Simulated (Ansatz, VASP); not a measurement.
# Te3As2 (Kalgoorlieite): VASP beside Ansatz

One calculation is typed for both programs; each brings its own data sets. How far apart do they land? The cell is taken from a series of runs on this material, whose earlier steps may have relaxed, scaled, displaced or heated it; both programs get it as it stands.

Main program and level: Ansatz 0.2.0; plane waves, with VASP 6.6.1 beside it; single point at LDA, spin-orbit coupling.

## Step 1: Set-up

It takes space group C2/m (No. 12, monoclinic). Conventional cell: a = 14.357 Å, b = 4.020 Å, c = 9.899 Å, α = 90.00°, β = 95.11°, γ = 90.00°. Nearest to Te lie 3 As at 2.74 to 2.99 Å. Nearest to Te lie 3 As at 2.65 to 2.95 Å. Nearest to Te lie 3 As at 2.76 to 2.82 Å. Nearest to As lie 6 Te at 2.76 to 2.99 Å. Nearest to As lie 3 Te at 2.65 to 2.74 Å. Farther neighbours and most contacts between anions are not listed.

## Step 2: Ansatz: single point, LDA, spin-orbit coupling

Ansatz runs on its fully relativistic PAW (standard-fr) files.

With cell and atoms fixed, the geometry can't cause a difference; cores, projectors, grids and the points listed under the comparison can.

input.yaml reads:

```yaml
crystal:
  lattice:
    - [7.17865, -2.00995, 0.0]
    - [7.17865, 2.00995, 0.0]
    - [-0.8811692412, 0.0, 9.859702925]
  atoms:
    - { symbol: Te, position: [0.0289, 0.0289, 0.2868] }
    - { symbol: Te, position: [0.9711, 0.9711, 0.7132] }
    - { symbol: Te, position: [0.7777, 0.7777, 0.339] }
    - { symbol: Te, position: [0.2223, 0.2223, 0.661] }
    - { symbol: Te, position: [0.3744, 0.3744, 0.0355] }
    - { symbol: Te, position: [0.6256, 0.6256, 0.9645] }
    - { symbol: As, position: [0.2026, 0.2026, 0.1408] }
    - { symbol: As, position: [0.7974, 0.7974, 0.8592] }
    - { symbol: As, position: [0.6133, 0.6133, 0.4406] }
    - { symbol: As, position: [0.3867, 0.3867, 0.5594] }
kpoints:
  mp_grid: { grid: [6, 6, 2] }
  band_path:
    path:
      - [0.0, 0.0, 0.0]
      - [-0.26975513, 0.26975513, 0.0]
      - [-0.73024487, -0.26975513, 0.0]
      - [-0.5, -0.5, 0.0]
      - [-0.5, -0.5, 0.5]
      - [-0.73279539, -0.26720461, 0.5]
      - [-0.26720461, 0.26720461, 0.5]
      - [0.0, 0.0, 0.5]
      - [-0.592097948, -0.407902052, 0.0]
      - [0.0, 0.0, 0.3]
    npoints: 1
hamiltonian:
  xc: lda
scf:
  occupations: { method: fermi_dirac, width: 0.02 }
  n_extra_bands: 14
magnetization:
  noncollinear: true
  spin_orbit: true
output:
  eigenvalues: true
  write_density: true
  write_potential: true
  elf: true
  volumetric_format: npy
```

Command:

```
> ansatz run input.yaml --threads 3 --pin off --max-ram 92160MiB --backend cuda --events-out ev --progress --plain --runs-dir out --devices 1 --max-vram 13GiB
```

Numbers of over 12 decimals in the logs are rounded to 6 here.

The log of the run:

```text
scf.n_extra_bands = 14 over 156 filled bands (N_el = 156.0): the run solves 170 bands
GPUs: using 1 of 1 available (devices: 1).
Engine: ansatz 0.2.0, x86_64-unknown-linux-gnu
Pseudopotentials: kind: paw_fr
Pseudopotential: Te, paw_fr, valence charge 16, recommended cutoff 420 eV (normal), Te.paw.azcp#standard-fr
Pseudopotential: As, paw_fr, valence charge 15, recommended cutoff 420 eV (normal), As.paw.azcp#standard-fr
Functional definition: SPW92
  exchange = slater_x
  correlation = pw_c
non-collinear run that drives no moment, with spin-orbit: no starting moment large enough to seed its density (crystal.atoms[].spin), no starting occupations that ask for one, no magnetisation constraint and no magnetic field, so the semilocal B_xc is pinned to zero
device memory: the entry about to start is reckoned to put 9.0 GiB on a device that reports 37.7 GiB free (of which the cap on the GPU budget leaves the run 13.0 GiB)
GPU FFT provider: cuFFT
GPU libraries: cuBLAS 13.8.2, cuFFT 12.4.0, cuSOLVER 12.3.4
Crystal: 10 atoms, lattice volume = 284.526 Å³
Basis set: ecut = 420 eV, 5571 PW (Γ)
Bands: 170, of which v1, the nominal top of the filled ones, is band 156 counted from 1 (155 counted from 0)
Symmetry: 4 space group operations + 4 with time reversal
Magnetic group: BNS 12.59 (UNI 66), of the structure as read, at distance tolerance 6.6e-5 Å
k-points: 26 of 72
Projection manifold: j_resolved (fully-relativistic pseudo-atomic orbitals)
Non-local potential: Te, projectors of the file, l = 0: 2, l = 1: 4, l = 2: 4, l = 3: 4
Non-local potential: As, projectors of the file, l = 0: 2, l = 1: 4, l = 2: 6, l = 3: 2
PAW form: soft (Blöchl's): semilocal exchange-correlation on the pseudo side does not see the compensation charge
PAW frozen core: Te, regenerated for the run's functional, and the local potential with it (the file was generated under x = pbe(κ = 0.804, μ = 0.219515), c = pbe(β = 0.066725))
PAW frozen core: As, regenerated for the run's functional, and the local potential with it (the file was generated under x = pbe(κ = 0.804, μ = 0.219515), c = pbe(β = 0.066725))
PAW one-centre angular grid: Te, 590 points (default); XC on 64 Gauss nodes
PAW one-centre angular grid: As, 590 points (default); XC on 64 Gauss nodes
Initial density: superposition of atomic densities (chi_scale 0.1, normalization cell, long waves kept (reshape's long-wave potential 0.04 eV rms))
Initial wavefunctions: pseudopotential atomic-orbital guess
GPU buffer pool allocated for 180000 grid points (all kernels)
GPU transforms: local potential and band sums: pruned to the plane-wave sphere, on 50×50×72
Functional: x = slater, c = lda
SCF iter   1: F=—  HF=-60074.198022 eV  |F-HF|=—  |Δ(HF+E_count)|=         —  Δρ=1.70e-2  dr2=9.60e-1  dr2_m=0.00e0 (ungated)  ethr=3.10e-3  |M|=0.00e0 ∫|m|=0.00e0 μB  |m|>n=0.0e0 m-floor=0.0e0 τ_xc=0.0e0  β_m=0.30  ⟨swp⟩=6.6  Hψ=10171  notcnv=0  defer=4
preconditioner: auto → Resta (q_TF=auto, 2.468 Å⁻¹)  ε∞=5.9  [insulator: Δε(μ)=0.362 eV  Ē_g=7.434 eV  σ=0.020 eV  W_gap=1.00  n_scr=66 (ndim 8)  ℏωp=16.5 eV  f_vac=0.011  D(μ)=0.00/eV (n_scr^D=0)  ε∞_Penn≈5.9]
spin=Noncollinear: Resta preconditioning applied to the charge; magnetization (m_x, m_y, m_z) channels mix plain (no charge-response kernel on spin).
SCF iter   2: F=—  HF=-60074.066093 eV  |F-HF|=—  |Δ(HF+E_count)|=   1.32e-1  Δρ=1.22e-2  dr2=3.97e-1  dr2_m=0.00e0 (ungated)  ethr=6.15e-4  |M|=0.00e0 ∫|m|=0.00e0 μB  |m|>n=0.0e0 m-floor=0.0e0 τ_xc=0.0e0  β_m=0.58  ⟨swp⟩=2.0  Hψ=2790  notcnv=0  defer=188
SCF iter   3: F=—  HF=-60073.972500 eV  |F-HF|=—  |Δ(HF+E_count)|=   9.36e-2  Δρ=3.23e-3  dr2=3.16e-2  dr2_m=0.00e0 (ungated)  ethr=2.54e-4  |M|=0.00e0 ∫|m|=0.00e0 μB  |m|>n=0.0e0 m-floor=0.0e0 τ_xc=0.0e0  β_m=0.65  ⟨swp⟩=2.1  Hψ=2673  notcnv=0  defer=188
SCF iter   4: F=—  HF=-60073.966598 eV  |F-HF|=—  |Δ(HF+E_count)|=   5.90e-3  Δρ=6.14e-4  dr2=1.74e-3  dr2_m=0.00e0 (ungated)  ethr=2.02e-5  |M|=0.00e0 ∫|m|=0.00e0 μB  |m|>n=0.0e0 m-floor=0.0e0 τ_xc=0.0e0  β_m=0.71  ⟨swp⟩=2.5  Hψ=3885  notcnv=0  defer=188
SCF iter   5: F=—  HF=-60073.966052 eV  |F-HF|=—  |Δ(HF+E_count)|=   5.46e-4  Δρ=2.29e-4  dr2=1.98e-4  dr2_m=0.00e0 (ungated)  ethr=1.12e-6  |M|=0.00e0 ∫|m|=0.00e0 μB  |m|>n=0.0e0 m-floor=0.0e0 τ_xc=0.0e0  β_m=0.80  ⟨swp⟩=2.0  Hψ=3832  notcnv=0  defer=188
SCF iter   6: F=—  HF=-60073.965457 eV  |F-HF|=—  |Δ(HF+E_count)|=   5.95e-4  Δρ=8.48e-5  dr2=3.91e-5  dr2_m=0.00e0 (ungated)  ethr=1.27e-7  |M|=0.00e0 ∫|m|=0.00e0 μB  |m|>n=0.0e0 m-floor=0.0e0 τ_xc=0.0e0  β_m=0.79  ⟨swp⟩=2.0  Hψ=3832  notcnv=0  defer=188
SCF iter   7: F=—  HF=-60073.965824 eV  |F-HF|=—  |Δ(HF+E_count)|=   3.67e-4  Δρ=2.44e-5  dr2=2.43e-6  dr2_m=0.00e0 (ungated)  ethr=2.51e-8  |M|=0.00e0 ∫|m|=0.00e0 μB  |m|>n=0.0e0 m-floor=0.0e0 τ_xc=0.0e0  β_m=0.74  ⟨swp⟩=2.0  Hψ=3923  notcnv=0  defer=188
[...]
device memory: the entry about to start is reckoned to put 5.5 GiB on a device that reports 38.0 GiB free (of which the cap on the GPU budget leaves the run 13.0 GiB)
NSCF: frozen V_eff on 10 k-points
SCF converged after 9 iterations
Magnetization: |M| = 0.0000 μB,  M = (+0.0000, +0.0000, +0.0000) μB
Absolute magnetization: 0.0000 μB (∫|m|)
  site 0: m = (+0.0000, +0.0000, +0.0000) μB, |m| = 0.0000 μB  (R = 1.13 Å)
  site 1: m = (+0.0000, +0.0000, +0.0000) μB, |m| = 0.0000 μB  (R = 1.13 Å)
  site 2: m = (+0.0000, +0.0000, +0.0000) μB, |m| = 0.0000 μB  (R = 1.09 Å)
  site 3: m = (+0.0000, +0.0000, +0.0000) μB, |m| = 0.0000 μB  (R = 1.09 Å)
  site 4: m = (+0.0000, +0.0000, +0.0000) μB, |m| = 0.0000 μB  (R = 1.14 Å)
  site 5: m = (+0.0000, +0.0000, +0.0000) μB, |m| = 0.0000 μB  (R = 1.14 Å)
  site 6: m = (+0.0000, +0.0000, +0.0000) μB, |m| = 0.0000 μB  (R = 1.14 Å)
  site 7: m = (+0.0000, +0.0000, +0.0000) μB, |m| = 0.0000 μB  (R = 1.14 Å)
  site 8: m = (+0.0000, +0.0000, +0.0000) μB, |m| = 0.0000 μB  (R = 1.09 Å)
  site 9: m = (+0.0000, +0.0000, +0.0000) μB, |m| = 0.0000 μB  (R = 1.09 Å)
Free energy (F): -60073.965824 eV
Harris-Foulkes:  -60073.965824 eV  (|F-HF|=4.44e-9)
Internal energy: -60073.965774 eV  (E = F + TS)
E sigma→0 (E₀):  -60073.965799 eV
Entropy (-TS):   -0.000050 eV (-0.005 meV/atom)
Fermi energy:    9.183861 eV
--- Per-component energies (eV) ---
  E_band       = -2558.963855
  E_kinetic    = 1501.411160
  E_local      = -15043.203082  (includes V_loc(G=0)·N_el)
  E_nonlocal   = -4487.429354
  E_hartree    = 8899.747452
  E_xc         = -1059.893137
  E_vxc        = -947.698134  (∫ρ·V_xc dr)
  E_paw        = -34088.463099  (= ΣΔE_a)
  E_vpaw       = -1381.538498  (= ΣTr[D̂ρ^β])
  E_aug_tail   = -0.001167  (compensation charges beyond the density's cutoff)
  E_ewald      = -15808.574038
  E_core_change = 12.439493  (= ΣΔE_core)
  E_smearing   = -0.000050  (= −TS)
  E_closure    = -0.000000  (closes the sum)
  Σ components = -60073.965824   (vs F -60073.965824, Δ=0.00e0)
--- Band table (eV; the first three rows and the last of 26) ---
  k-point 0: bands = [... 152 lower, 8.6375, 8.6375, 8.6833, 8.6833, 9.9667, 9.9667, 10.2037, 10.2037, ... 10 higher]
  k-point 1: bands = [... 152 lower, 8.6974, 8.6974, 8.9150, 8.9150, 9.5460, 9.5460, 9.7797, 9.7797, ... 10 higher]
  k-point 2: bands = [... 152 lower, 8.6144, 8.6144, 8.8805, 8.8805, 10.0101, 10.0101, 10.2463, 10.2463, ... 10 higher]
  k-point 25: bands = [... 152 lower, 8.7744, 8.7744, 9.0275, 9.0275, 9.2899, 9.2899, 9.4212, 9.4212, ... 10 higher]
```

In the SCF lines HF is the Harris–Foulkes energy and dr2 the Hartree energy of the density residual, in eV; the loop may stop once dr2 is under the threshold and the program's other checks hold. Hψ counts applications of the Hamiltonian.

[end of part 1 of 2]

[Lines on the potential files, build, host, timing and source positions are cut from VASP's logs without a mark.]

[Logs are printed without paths, hosts, clocks, repeated set-up lines and the standing remarks that a program may print on its own settings, such as how far it seeks lower states.]

[Hosts, paths, dates, database ids (printed as entryN), source tags and the programs' standing remarks are cut or masked in the printed files.]
